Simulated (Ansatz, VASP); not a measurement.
# ScTa2: VASP beside Ansatz

```
Sc Ta
1.0
     4.85392    0.00000    0.00000
    -2.42696    4.20362    0.00000
     0.00000    0.00000    2.92378
Sc Ta
1 2
Direct
  0.00000 0.00000 0.00000
  0.66667 0.33333 0.50000
  0.33333 0.66667 0.50000
```

Change from the starting cell: species swapped into the ScB2 type (P6/mmm, No. 191).

Alike in both runs: functional PBE; k mesh 6 × 6 × 6; occupations gaussian, width 0.1 eV; no spin polarisation.

Ansatz relaxed the structure, and its values are those at the end. VASP's run is a single point on that final structure, the one shown.

|  | VASP | Ansatz |
| --- | --- | --- |
| version | VASP 6.6.1 | Ansatz 0.2.0 |
| potentials or method | VASP PAW PBE potentials, release 64 (Sc_sv, Ta_pv) | scalar-relativistic, plane waves, PAW |
| plane-wave cutoff (eV) | 520 | 420 |
| valence electrons in the cell | 33 | 37 |

Ansatz gave:

```
gap on the k mesh at the Fermi level (eV) : none
pressure (GPa)                            : -0.2
```

**Question.** What did VASP give for the same quantities?

**Answer.** gap on the k mesh at the Fermi level (eV): none; pressure (GPa): -0.1.

A gap of «none» marks a metal or a gap that the smearing closes. With one functional, cell and mesh, what is left measures potentials, basis and numerics. The two sets of potentials don't hold the same shells in valence.

The runs have no spin-orbit coupling, so splittings on Ta are missing.
